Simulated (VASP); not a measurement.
An input for Ansatz (written as the equivalent of a VASP run, and not itself run):

Ansatz 0.2 input:
```yaml
crystal:
  lattice:
    - [3.4921790, 0.0000000, 0.0000000]
    - [0.0000000, 3.4921790, 0.0000000]
    - [0.0000000, 0.0000000, 5.0684260]
  atoms:
    - { symbol: Zr, position: [0.0000000, 0.0000000, 0.0000000] }
    - { symbol: Zr, position: [0.5000000, 0.5000000, 0.5000000] }
    - { symbol: O, position: [0.0000000, 0.5000000, 0.3017700] }
    - { symbol: O, position: [0.0000000, 0.5000000, 0.8017700] }
    - { symbol: O, position: [0.5000000, 0.0000000, 0.1982300] }
    - { symbol: O, position: [0.5000000, 0.0000000, 0.6982300] }
kpoints:
  mp_grid: { grid: [9, 9, 7] }
hamiltonian:
  xc: pbe
  pseudopotentials: { kind: paw }
scf:
  occupations: { method: gaussian, width: 0.01 }
  max_iter: 100
output: { forces: true, stress: true, eigenvalues: true }
```

Q: Translate this input to VASP (INCAR, KPOINTS, POSCAR, choice of POTCAR).

A: This is not unique; one that fits is 
**KPOINTS**
```
kpoints
0
gamma
  9 9 7
0 0 0
```

File POSCAR:
```
ZrO2
1
    3.4921790000     0.0000000000     0.0000000000
    0.0000000000     3.4921790000     0.0000000000
    0.0000000000     0.0000000000     5.0684260000
Zr O
2 4
Direct
  0.0000000000   0.0000000000   0.0000000000
  0.5000000000   0.5000000000   0.5000000000
  0.0000000000   0.5000000000   0.3017700000
  0.0000000000   0.5000000000   0.8017700000
  0.5000000000   0.0000000000   0.1982300000
  0.5000000000   0.0000000000   0.6982300000
```

### INCAR
```
! general
SYSTEM  = ZrO2
PREC    = Accurate
ENCUT   = 400   ! plane-wave cut-off (eV)
LREAL   = .FALSE.   ! projection in real space or not
LASPH   = .TRUE.   ! aspherical one-centre terms

! electronic loop
EDIFF   = 1E-6   ! SCF stop (eV)
NELM    = 100   ! most electronic steps
ALGO    = Normal   ! blocked Davidson
LMAXMIX = 4   ! l cut-off of mixed one-centre charges

! smearing
ISMEAR  = 0
SIGMA   = 0.01

! functional
GGA     = PE   ! PBE

! ions
ISIF    = 2   ! forces and stress, cell fixed

! output
LWAVE   = .FALSE.
LCHARG  = .FALSE.
```

POTCAR, in this order: Zr_sv O (PBE.64 set). Program: vasp_std.

Limits of the translation: each code has its own PAW files, so the cut-off isn't converted (ENCUT is set for VASP's; basis.ecutwfc is left out, and Ansatz then takes the one that its files recommend); Ansatz stops its SCF on the density residual and VASP on the energy change (EDIFF).

The structure comes from a computed database's ZrO2 entry (P4_2/nmc); how it stands against other phases isn't given here. The cell was not relaxed at this level, and its volume differs by -5.9 % from the start's.
